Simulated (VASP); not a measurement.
Consider the following.

```
CELL_PARAMETERS angstrom
      3.66000     0.00000     0.00000
     -1.83000     3.16965     0.00000
      0.00000     0.00000    18.73000
ATOMIC_POSITIONS crystal
  Zr 0.00000 0.00000 0.34463
  Zr 0.00000 0.00000 0.65537
  S  0.33333 0.66667 0.42232
  S  0.66667 0.33333 0.26695
  S  0.33333 0.66667 0.73305
  S  0.66667 0.33333 0.57768
```

Calculation: PBE GGA, VASP's PBE PAW potentials (set 64) (plane waves; VASP). Run with 300 eV cut-off, 5×5×1 Γ-centred mesh, Gaussian smearing of 0.10 eV, potentials Zr_sv S.

The cell holds a wide vacuum, so values per volume refer to the whole cell.

**Question.** What does the run give for the energy per atom (σ→0), largest force?

**Answer.** 
* **energy per atom (σ→0)**: -7.126 eV/atom
* **largest force**: 0.068 eV/Å

The absolute energy has meaning only against runs of the same code, potentials and settings.

The cell is a sheet with vacuum, built from a generated structure.
